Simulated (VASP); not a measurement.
Here is the system:

```yaml
crystal:
  lattice:
    - [1.50192, -2.60140, 0.00000]
    - [1.50192, 2.60140, 0.00000]
    - [0.00000, 0.00000, 5.66496]
  atoms:
    - { symbol: Cd, position: [0.33333, 0.66667, 0.25000] }
    - { symbol: Cd, position: [0.66667, 0.33333, 0.75000] }
```

Computed with PBE GGA, VASP's PBE PAW potentials (set 64) (plane waves; VASP 6.6.1). Run with 300 eV cut-off, 13×13×6 Γ-centred mesh, Gaussian smearing of 0.10 eV, potentials Cd.

Problem. Give the energies of bands 11 to 15 at the high-symmetry points, in eV from the Fermi level.

Solution. 
```json
[
 {"band": "11", "Γ": "-8.47", "M": "-2.29", "K": "-0.02", "A": "-7.26", "L": "-1.49", "H": "1.02"},
 {"band": "12", "Γ": "-3.07", "M": "-1.86", "K": "-0.02", "A": "-7.26", "L": "-1.49", "H": "1.02"},
 {"band": "13", "Γ": "-2.95", "M": "1.91", "K": "0.40", "A": "3.62", "L": "0.00", "H": "1.43"},
 {"band": "14", "Γ": "10.39", "M": "2.99", "K": "4.27", "A": "3.62", "L": "0.00", "H": "1.43"},
 {"band": "15", "Γ": "14.33", "M": "3.02", "K": "4.72", "A": "14.65", "L": "7.95", "H": "1.81"}
]
```

It has no gap at this level: it comes out as a metal or semimetal.

The structure is a typed Cd crystal (P6_3/mmc). The cell was not relaxed at this level.
